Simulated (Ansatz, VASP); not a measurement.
# LuSb in two plane-wave programs

One calculation is typed for both programs; each brings its own data sets. How far apart do they land? The cell is taken from a series of runs on this material, whose earlier steps may have relaxed, scaled, displaced or heated it; both programs get it as it stands.

Calculated with Ansatz 0.2.0; plane waves, with VASP 6.6.1 beside it; zone-centre phonons at PBEsol.

### Step 1. Starting point

The structure is cubic, space group Fm-3m (No. 225). Conventional cell: a = 5.997 Å, b = 5.997 Å, c = 5.997 Å, α = 90.00°, β = 90.00°, γ = 90.00°. Nearest to Lu lie 6 Sb at 3.00 Å. Nearest to Sb lie 6 Lu at 3.00 Å. Farther neighbours are not listed.

### Step 2. VASP: zone-centre phonons, PBEsol

Second derivatives magnify differences that forces hide, and they need a tight electronic threshold.

Lines of VASP's logs that name or quote its potential files are left out, and so is its time.

Input file INCAR:

```
SYSTEM = LuSb
PREC = Accurate
ENCUT = 500
EDIFF = 1E-08
NELM = 120
ISMEAR = 1
SIGMA = 0.2
LREAL = .FALSE.
ALGO = Normal
GGA = PS
NBANDS = 13
LORBIT = 11
LWAVE = .FALSE.
LCHARG = .FALSE.
ISIF = 2
IBRION = 8
LASPH = .TRUE.
GGA_COMPAT = .FALSE.
KPAR = 2
```

Input file POSCAR:

```
LuSb
1.0
    0.0000000000      2.9984785113      2.9984785113
    2.9984785113      0.0000000000      2.9984785113
    2.9984785113      2.9984785113      0.0000000000
Lu Sb
1 1
Direct
    0.0000000000      0.0000000000      0.0000000000
    0.5000000000      0.5000000000      0.5000000000
```

Input file KPOINTS:

```
Automatic mesh
0
Gamma
12 12 12
0 0 0
```

Potentials, in the order of the species: Lu_3 and Sb (PBE family, release 64).

Started as:

```sh
mpirun -np 2 vasp_std
```

Numbers of over 12 decimals in the logs are rounded to 6 here.

Log:

```text
[banner, memory and clock lines left out]
running    2 mpi-ranks, on    1 nodes
 distrk:  each k-point on    1 cores,    2 groups
 distr:  one band on    1 cores,    1 groups

 POSCAR found type information on POSCAR LuSb
 POSCAR found :  2 types and       2 ions
|                                                                             |
|               ----> ADVICE to this user running VASP <----                  |
|                                                                             |
|     You enforced a specific xc type in the INCAR file but a different       |
|     [... a line on the potential file left out ...]
|     I HOPE YOU KNOW WHAT YOU ARE DOING!                                     |
|                                                                             |

 LDA part: xc-table for (Slater+PW92), standard interpolation
 POSCAR, INCAR and KPOINTS ok, starting setup
 FFT: planning ... GRIDC
 FFT: planning ... GRID_SOFT
 FFT: planning ... GRID
 WAVECAR not read
 entering main loop
       N       E                     dE             d eps       ncg     rms          rms(c)
DAV:   1     0.382800678090E+02    0.38280E+02   -0.60539E+03  2818   0.102E+03
DAV:   2    -0.993432045278E+01   -0.48214E+02   -0.45214E+02  3195   0.384E+02
DAV:   3    -0.116647211580E+02   -0.17304E+01   -0.17134E+01  2571   0.492E+01
DAV:   4    -0.116794629846E+02   -0.14742E-01   -0.14693E-01  3303   0.344E+00
DAV:   5    -0.116796611967E+02   -0.19821E-03   -0.19820E-03  2585   0.344E-01    0.207E+01
DAV:   6    -0.115235660107E+02    0.15610E+00   -0.27422E-01  3238   0.740E+00    0.129E+01
DAV:   7    -0.115337684723E+02   -0.10202E-01   -0.18878E-01  3229   0.691E+00    0.103E+00
DAV:   8    -0.115245621868E+02    0.92063E-02   -0.42498E-02  3355   0.274E+00    0.134E-01
DAV:   9    -0.115245748194E+02   -0.12633E-04   -0.12888E-03  3004   0.318E-01    0.958E-02
DAV:  10    -0.115245759538E+02   -0.11344E-05   -0.11076E-04  3172   0.773E-02    0.733E-02
DAV:  11    -0.115245720437E+02    0.39101E-05   -0.21683E-05  3360   0.636E-02    0.569E-03
DAV:  12    -0.115245721140E+02   -0.70324E-07   -0.69503E-07  3017   0.749E-03    0.395E-03
DAV:  13    -0.115245720557E+02    0.58329E-07   -0.52821E-08  2584   0.222E-03    0.421E-04
DAV:  14    -0.115245720521E+02    0.35139E-08   -0.13435E-09  1051   0.696E-04
   1 F= -.11524572E+02 E0= -.11524688E+02  d E =0.348391E-03
 Linear response reoptimize wavefunctions to high precision
DAV:   1    -0.115245720503E+02    0.18388E-08   -0.82709E-10  1603   0.457E-04
DAV:   2    -0.115245720503E+02   -0.21146E-10   -0.21344E-10  1036   0.469E-04
 Linear response DOF=           2
 Linear response progress:
  Degree of freedom:   1/  2
       N       E                     dE             d eps       ncg     rms          rms(c)
RMM:   1    -0.300910603945E+00   -0.30091E+00   -0.23854E+02  4263   0.913E+02
RMM:   2    -0.964346124889E-01    0.20448E+00   -0.23943E-01 10745   0.362E+00    0.169E-01
RMM:   3    -0.970881064039E-01   -0.65349E-03   -0.78035E-03  9562   0.994E-01    0.686E-02
RMM:   4    -0.970792418460E-01    0.88646E-05   -0.16479E-03 10606   0.283E-01    0.234E-02
RMM:   5    -0.970968331673E-01   -0.17591E-04   -0.12142E-04 10262   0.836E-02    0.771E-03
RMM:   6    -0.971152114546E-01   -0.18378E-04   -0.22987E-05 10657   0.240E-02    0.280E-03
RMM:   7    -0.971197048401E-01   -0.44934E-05   -0.40467E-06 10406   0.100E-02    0.958E-04
RMM:   8    -0.971203637597E-01   -0.65892E-06   -0.78717E-07 10964   0.268E-03    0.464E-04
RMM:   9    -0.971207905863E-01   -0.42683E-06   -0.19878E-07 10206   0.134E-03    0.201E-05
RMM:  10    -0.971208601013E-01   -0.69515E-07   -0.59231E-08 11052   0.385E-04    0.344E-05
RMM:  11    -0.971209446926E-01   -0.84591E-07   -0.15704E-08 10722   0.153E-04    0.172E-05
RMM:  12    -0.971210169267E-01   -0.72234E-07   -0.30885E-08 11077   0.643E-05    0.642E-06
RMM:  13    -0.971210191282E-01   -0.22015E-08    0.10545E-08 11020   0.326E-05    0.369E-06
 first order change of Fermi-energy   0.18272E-03
 force on displaced ion       1 direction 1 :  -5.613   0.000   0.000
 Linear response progress:
  Degree of freedom:   2/  2
       N       E                     dE             d eps       ncg     rms          rms(c)
RMM:   1    -0.306462978199E-01   -0.30646E-01   -0.23379E-02  7764   0.111E+01
RMM:   2    -0.272408401134E-01    0.34055E-02   -0.31100E-03  8209   0.737E-01    0.121E-01
RMM:   3    -0.275695824079E-01   -0.32874E-03   -0.87993E-04  9500   0.214E-01    0.794E-02
RMM:   4    -0.280646467159E-01   -0.49506E-03   -0.14857E-04  8733   0.129E-01    0.120E-02
RMM:   5    -0.279740219934E-01    0.90625E-04   -0.16669E-05  8462   0.654E-02    0.662E-03
RMM:   6    -0.279959971578E-01   -0.21975E-04   -0.29408E-06  9135   0.212E-02    0.222E-03
RMM:   7    -0.280037739479E-01   -0.77768E-05   -0.37700E-07  8711   0.952E-03    0.751E-04
RMM:   8    -0.279986844745E-01    0.50895E-05   -0.69885E-08  9446   0.248E-03    0.206E-04
RMM:  10    -0.279998431681E-01    0.22295E-06   -0.10650E-09  9297   0.352E-04    0.123E-05
RMM:  11    -0.279998757847E-01   -0.32617E-07   -0.13053E-10 10112   0.906E-05    0.507E-06
RMM:  12    -0.279998673871E-01    0.83975E-08   -0.89488E-11  9952   0.276E-05    0.176E-06
 first order change of Fermi-energy   0.22381E-03
 force on displaced ion       2 direction 1 :  -5.612   0.000   0.000
 Linear response finished
```

OUTCAR, selected parts (step 2):

```text
ion  position               nearest neighbor table
   1  0.000  0.000  0.000-   2 3.00   2 3.00   2 3.00   2 3.00   2 3.00   2 3.00
   2  0.500  0.500  0.500-   1 3.00   1 3.00   1 3.00   1 3.00   1 3.00   1 3.00

  LATTYP: Found a face centered cubic cell.
 ALAT       =     5.9969570226

 Subroutine GETGRP returns: Found 48 space group operations
 (whereof 48 operations were pure point group operations)

The static configuration has the point symmetry O_h .

 Found     72 irreducible k-points:

   k-points           NKPTS =     72   k-points in BZ     NKDIM =     72   number of bands    NBANDS=     13

   dimension x,y,z NGX =    32 NGY =   32 NGZ =   32
   dimension x,y,z NGXF=    64 NGYF=   64 NGZF=   64

   ENCUT  =  500.0 eV  36.75 Ry    6.06 a.u.   7.73  7.73  7.73*2*pi/ulx,y,z

   NELECT =      14.0000    total number of electrons

 k-points in reciprocal lattice and weights: Automatic mesh
   0.00000000  0.00000000  0.00000000       0.001
   0.08333333  0.00000000  0.00000000       0.005
   0.16666667  0.00000000  0.00000000       0.005
   0.25000000  0.00000000  0.00000000       0.005
   0.33333333  0.00000000  0.00000000       0.005
   0.41666667  0.00000000  0.00000000       0.005
   0.50000000  0.00000000  0.00000000       0.002
   0.08333333  0.08333333  0.00000000       0.003
   0.16666667  0.08333333  0.00000000       0.014
[...]
-0.33333333  0.50000000  0.16666667       0.007
  -0.25000000  0.50000000  0.25000000       0.003

 average (electrostatic) potential at core
       1 -30.1101       2 -86.0477

  Total        0.0874173      0.0874173      0.0874173     -0.0000000     -0.0000000      0.0000000
  in kB        2.5976168      2.5976168      2.5976168     -0.0000000     -0.0000000      0.0000000
  external PRESSURE =       2.5976168 kB  Pullay stress =       0.0000000 kB

  energy-cutoff  :      500.00
  volume of cell :       53.92
      direct lattice vectors                 reciprocal lattice vectors
     0.000000000  2.998478511  2.998478511    -0.166751237  0.166751237  0.166751237
     2.998478511  0.000000000  2.998478511     0.166751237 -0.166751237  0.166751237
     2.998478511  2.998478511  0.000000000     0.166751237  0.166751237 -0.166751237

 POSITION                                       TOTAL-FORCE (eV/Angst)
 -----------------------------------------------------------------------------------
      0.00000      0.00000      0.00000        -0.000000      0.000000      0.000000
      2.99848      2.99848      2.99848         0.000000     -0.000000     -0.000000
 -----------------------------------------------------------------------------------
    total drift:                                0.000000     -0.000000     -0.000000

 Eigenvectors and eigenvalues of the dynamical matrix
 ----------------------------------------------------

   1 f  =    4.371173 THz    27.464890 2PiTHz  145.806637 cm-1    18.077711 meV
             X         Y         Z           dx          dy          dz
      0.000000  0.000000  0.000000     0.000000    0.640593   -0.000000
      2.998479  2.998479  2.998479    -0.000000   -0.767881   -0.000000

   2 f  =    4.371173 THz    27.464890 2PiTHz  145.806637 cm-1    18.077711 meV
             X         Y         Z           dx          dy          dz
      0.000000  0.000000  0.000000     0.000000    0.000000   -0.640593
      2.998479  2.998479  2.998479     0.000000    0.000000    0.767881

   3 f  =    4.371173 THz    27.464890 2PiTHz  145.806637 cm-1    18.077711 meV
             X         Y         Z           dx          dy          dz
      0.000000  0.000000  0.000000    -0.640593   -0.000000   -0.000000
      2.998479  2.998479  2.998479     0.767881   -0.000000    0.000000

   4 f/i=    0.000159 THz     0.001000 2PiTHz    0.005309 cm-1     0.000658 meV
             X         Y         Z           dx          dy          dz
      0.000000  0.000000  0.000000    -0.339682   -0.655251   -0.211902
      2.998479  2.998479  2.998479    -0.283374   -0.546634   -0.176776

   5 f/i=    0.000159 THz     0.001000 2PiTHz    0.005309 cm-1     0.000658 meV
             X         Y         Z           dx          dy          dz
      0.000000  0.000000  0.000000     0.683342   -0.350019   -0.013064
      2.998479  2.998479  2.998479     0.570068   -0.291998   -0.010899

   6 f/i=    0.000159 THz     0.001000 2PiTHz    0.005309 cm-1     0.000658 meV
             X         Y         Z           dx          dy          dz
      0.000000  0.000000  0.000000    -0.085442   -0.194352    0.737948
      2.998479  2.998479  2.998479    -0.071279   -0.162135    0.615622

 ELASTIC MODULI CONTR FROM IONIC RELAXATION (kBar)
 Direction    XX          YY          ZZ          XY          YZ          ZX
 --------------------------------------------------------------------------------
 XX           0.0000      0.0000      0.0000      0.0000      0.0000      0.0000
 YY           0.0000      0.0000      0.0000      0.0000      0.0000      0.0000
 ZZ           0.0000      0.0000      0.0000      0.0000      0.0000      0.0000
 XY           0.0000      0.0000      0.0000      0.0000      0.0000      0.0000
 YZ           0.0000      0.0000      0.0000      0.0000      0.0000      0.0000
 ZX           0.0000      0.0000      0.0000      0.0000      0.0000      0.0000
 --------------------------------------------------------------------------------
```

The data set Lu_3 holds the 4f electrons frozen in the core, so no f bands or f moments appear.

### Step 3. Ansatz: zone-centre phonons, PBEsol

Ansatz runs on its PAW soft_1 files.

The same cell, functional, mesh and smearing now go to Ansatz, which takes its cutoff from its data sets.

Input file input.yaml:

```yaml
crystal:
  lattice:
    - [0.0, 2.9984785113, 2.9984785113]
    - [2.9984785113, 0.0, 2.9984785113]
    - [2.9984785113, 2.9984785113, 0.0]
  atoms:
    - { symbol: Lu, position: [0.0, 0.0, 0.0] }
    - { symbol: Sb, position: [0.5, 0.5, 0.5] }
kpoints:
  mp_grid: { grid: [12, 12, 12] }
hamiltonian:
  xc: pbesol
  pseudopotentials: { kind: paw, azcp: { folder: soft_1 }, xc_functional: pbe }
scf:
  occupations: { method: methfessel_paxton, width: 0.2 }
output:
  eigenvalues: true
phonons:
  method: dfpt
```

Started as:

```sh
ansatz run input.yaml --threads 4 --pin off --max-ram 10240MiB --backend cpu --events-out ev --progress --plain --runs-dir out
```

Log:

```text
Engine: ansatz 0.2.0, aarch64-unknown-linux-gnu
Pseudopotentials: kind: paw
Pseudopotential: Lu, paw, valence charge 25, recommended cutoff 420 eV (normal), soft_1/Lu.paw.azcp
Pseudopotential: Sb, paw, valence charge 15, recommended cutoff 420 eV (normal), soft_1/Sb.paw.azcp
Functional definition: PBEsol
  exchange = pbesol_x
  correlation = pbesol_c
Crystal: 2 atoms, lattice volume = 53.918 Å³
Basis set: ecut = 420 eV, 1067 PW (Γ), exchange–correlation on 60×60×60 points (8 copies of the dense FFT grid, shifted against one another)
Bands: 24, of which v1, the nominal top of the filled ones, is band 20 counted from 1 (19 counted from 0)
Symmetry: 48 space group operations
k-points: 163 of 1728 (irreducible under 8 space group operations, time reversal used)
Non-local potential: Lu, projectors of the file, l = 0: 3, l = 1: 2, l = 2: 2, l = 3: 3
Non-local potential: Sb, projectors of the file, l = 0: 2, l = 1: 2, l = 2: 2, l = 3: 1
PAW form: soft (Blöchl's): semilocal exchange-correlation on the pseudo side does not see the compensation charge
PAW frozen core: Lu, regenerated for the run's functional, and the local potential with it (the file was generated under x = pbe(κ = 0.804, μ = 0.219515), c = pbe(β = 0.066725))
PAW frozen core: Sb, regenerated for the run's functional, and the local potential with it (the file was generated under x = pbe(κ = 0.804, μ = 0.219515), c = pbe(β = 0.066725))
PAW one-centre angular grid: Lu, 590 points (default); XC on 64 Gauss nodes
PAW one-centre angular grid: Sb, 590 points (default); XC on 64 Gauss nodes
Initial density: superposition of atomic densities (chi_scale 0.1, normalization cell, long waves kept (reshape's long-wave potential 0.00 eV rms))
Initial wavefunctions: pseudopotential atomic-orbital guess
Functional: x = pbesol(κ = 0.804, μ = 0.123457), c = pbesol(β = 0.046)
SCF iter   1: F=—  HF=-21022.850254 eV  |F-HF|=—  |Δ(HF+E_count)|=         —  Δρ=4.91e-2  dr2=1.61e0  ethr=3.10e-3  ⟨swp⟩=5.3  Hψ=18669  notcnv=0
preconditioner: auto → Kerker (q_TF=auto, 2.596 Å⁻¹)  [metal: Δε(μ)=0.054 eV  Ē_g=17.363 eV  σ=0.200 eV  W_gap=0.22  n_scr=14 (ndim 8)  ℏωp=31.2 eV  f_vac=0.000  D(μ)=0.46/eV (n_scr^D=0)]
SCF iter   2: F=—  HF=-21022.452798 eV  |F-HF|=—  |Δ(HF+E_count)|=   3.97e-1  S|Δr|=    0.00e0  Δρ=2.14e-2  dr2=3.05e-1  ethr=3.10e-3  ⟨swp⟩=4.1  Hψ=9765  notcnv=0
preconditioner: auto → none  [insulator: Δε(μ)=0.130 eV  Ē_g=17.168 eV  σ=0.200 eV  W_gap=0.51  n_scr=14 (ndim 8)  ℏωp=31.2 eV  f_vac=0.000  D(μ)=0.41/eV (n_scr^D=0)  ε∞_Penn≈4.3]
SCF iter   3: F=—  HF=-21022.357048 eV  |F-HF|=—  |Δ(HF+E_count)|=   9.57e-2  S|Δr|=    0.00e0  Δρ=1.13e-2  dr2=5.15e-2  ethr=7.64e-4  ⟨swp⟩=2.7  Hψ=9191  notcnv=0
SCF iter   4: F=—  HF=-21022.311985 eV  |F-HF|=—  |Δ(HF+E_count)|=   4.51e-2  S|Δr|=    0.00e0  Δρ=4.14e-3  dr2=4.91e-3  ethr=1.29e-4  ⟨swp⟩=3.1  Hψ=10179  notcnv=0
SCF iter   5: F=—  HF=-21022.319483 eV  |F-HF|=—  |Δ(HF+E_count)|=   7.50e-3  S|Δr|=    0.00e0  Δρ=1.46e-3  dr2=6.68e-4  ethr=1.23e-5  ⟨swp⟩=2.4  Hψ=8224  notcnv=0
SCF iter   6: F=—  HF=-21022.320109 eV  |F-HF|=—  |Δ(HF+E_count)|=   6.26e-4  S|Δr|=    0.00e0  Δρ=2.67e-4  dr2=5.56e-5  ethr=1.67e-6  ⟨swp⟩=3.0  Hψ=8921  notcnv=0
SCF iter   7: F=—  HF=-21022.320087 eV  |F-HF|=—  |Δ(HF+E_count)|=   2.22e-5  S|Δr|=    0.00e0  Δρ=4.15e-5  dr2=7.66e-7  ethr=1.39e-7  ⟨swp⟩=2.3  Hψ=7853  notcnv=0
SCF iter   8: F=—  HF=-21022.320087 eV  |F-HF|=—  |Δ(HF+E_count)|=   2.87e-7  S|Δr|=    0.00e0  Δρ=6.27e-6  dr2=6.08e-9  ethr=1.92e-9  ⟨swp⟩=3.1  Hψ=9481  notcnv=0
SCF iter   9: F=—  HF=-21022.320087 eV  |F-HF|=—  |Δ(HF+E_count)|=   2.35e-9  S|Δr|=    0.00e0  Δρ=5.44e-7  dr2=1.72e-10  ethr=1.52e-11  ⟨swp⟩=2.9  Hψ=7780  notcnv=0
SCF iter  10: F=-21022.320087 eV  HF=-21022.320087 eV  |F-HF|=3.64e-12  |Δ(HF+E_count)|=  1.82e-11  S|Δr|=    0.00e0  Δρ=1.07e-7  dr2=6.60e-12  ethr=1.00e-12  ⟨swp⟩=11.0  Hψ=33860  notcnv=0
SCF 1 converged in 10 iterations: F = -21022.320087 eV  dr2 = 6.60e-12
  greatest PAW one-centre occupation: 0.998 electrons in one spin orbital (limit 2), on the Lu atom at site 0 (counted from 0), in its partial waves of l = 0
DFPT response loops at Γ: preconditioner auto → Kerker (q_TF=auto, 2.596 Å⁻¹) (partly filled bands, converged f_vac=0.000); β = 1.00, the filter's whole step (`scf.mixing.beta` (0.50) is not read by the response loops under this deck's `scf.mixing.preconditioner`; to damp them name `kerker` or `kerker_dos`, under which they read `scf.mixing.beta`, and type it under 1.00, their step now; both keys bind the ground state too); Broyden in place of MSR1
SCF converged after 10 iterations
Stability not checked: this state was not tested for a lower state beside it, because cold or Methfessel-Paxton smearing, or corrected tetrahedra, fill the levels in a way that the test cannot read (fill_not_monotonic; see scf.lower_state_search)
Free energy (F): -21022.320087 eV
Harris-Foulkes:  -21022.320087 eV  (|F-HF|=3.64e-12)
Internal energy: -21022.320335 eV  (E = F + TS)
E sigma→0 (E₀):  -21022.320149 eV
Entropy (-TS):   0.000248 eV (0.124 meV/atom)
Fermi energy:    12.898192 eV
Step filling:    the computed levels leave a gap of 0.0267 eV = 0.1 smearing widths at the electron count; against every level under it full and every level over it empty, smearing changes F+E_penalty+E_count by +0.068 meV and its σ→0 estimate by +5.69e-3 meV
--- Per-component energies (eV) ---
  E_band       = -143.228893
  E_kinetic    = 584.992097
  E_local      = -8526.085218  (includes V_loc(G=0)·N_el)
  E_nonlocal   = 1078.667230
  E_hartree    = 3575.486107
  E_xc         = -305.128373
  E_vxc        = -343.878420  (∫ρ·V_xc dr)
  E_paw        = -11771.725836  (= ΣΔE_a)
  E_vpaw       = -87.896706  (= ΣTr[D̂ρ^β])
  E_aug_tail   = 0.000117  (compensation charges beyond the density's cutoff)
  E_ewald      = -5660.050199
  E_core_change = 1.523740  (= ΣΔE_core)
  E_smearing   = 0.000248  (= −TS)
  E_closure    = 0.000000  (closes the sum)
  Σ components = -21022.320087   (vs F -21022.320087, Δ=0.00e0)
--- Band table (eV; the first three rows and the last of 163) ---
  k-point 0: bands = [... 16 lower, 7.7691, 13.8757, 13.8757, 13.8757, 14.1306, 14.1306, 14.1306, 14.9295]
  k-point 1: bands = [... 16 lower, 7.7692, 12.8715, 13.2618, 13.2618, 14.3228, 14.3228, 14.5546, 15.5606]
  k-point 2: bands = [... 16 lower, 7.7694, 11.5521, 12.5115, 12.5115, 14.5956, 14.5956, 14.7078, 16.6487]
  k-point 162: bands = [... 16 lower, 7.7758, 10.1218, 10.1218, 10.2024, 15.3871, 15.5418, 15.5418, 17.1062]
--- Phonons (Γ-DFPT): 2 representative perturbations + reference, on 163 of 1728 k-points (Σ response iterations 7) ---
  k mesh reduced under 8 symmetry operations, with k and −k counted as one. Each operation leaves every solved perturbation unchanged. A smaller set is not used because it would not reduce the number of displacements times k-points to solve
  ASR residual: 1.598e-4 → 0.000e0 eV/Å²; symmetrization residual: 1.830e-5 eV/Å²
  ASR residual per site (eV/Å²): 4.98e-5 1.60e-4
  Γ frequencies (cm⁻¹): 0.00 0.00 0.00 146.06 146.06 146.06
  non-analytic LO–TO correction: not included (Born effective charges unavailable; polar crystals: no LO–TO splitting at Γ)
```

The column dr2 measures how far the density is from self-consistency, as an energy; F and HF (Harris–Foulkes) agree once it is small.

### Step 4. Comparison

Known differences besides the potentials themselves: the data sets hold 40 valence electrons in Ansatz (on its PAW soft_1 files) and 14 in VASP; the cutoff is 420 eV in Ansatz and 500 eV in VASP; Ansatz makes its cores anew for this functional, VASP keeps those of its PBE data sets. Total energies have different zeros and are not compared.

Both answers:

```
                  quantity  Ansatz   VASP  difference
optical mode 1 to 3 (cm⁻¹)   146.1  145.8     +0.17 %
```

Modes are paired by rising frequency, not by their patterns, so a pair may set unlike modes beside each other; they are those without the splitting of longitudinal modes.

### Step 5. Outcome

- r.m.s. difference of the optical zone-centre modes, each program's sorted by frequency (zone-centre phonons, PBEsol): 0.25 cm⁻¹

**Reading.** The r.m.s. difference of the optical zone-centre modes, each program's sorted by frequency is 0.25 cm⁻¹ (zone-centre phonons, PBEsol). The data sets hold unlike numbers of valence electrons (40 in Ansatz and 14 in VASP), so part of the differences comes from the potentials. Such differences can come from data sets, numerical settings and the points named under the comparisons, not from the functional's error against experiment.

[Lines on the potential files, build, host, timing and source positions are cut from VASP's logs without a mark.]

[Logs are printed without paths, hosts, clocks, repeated set-up lines and the standing remarks that a program may print on its own settings, such as how far it seeks lower states.]

[Hosts, paths, dates, database ids (printed as entryN), source tags and the programs' standing remarks are cut or masked in the printed files.]
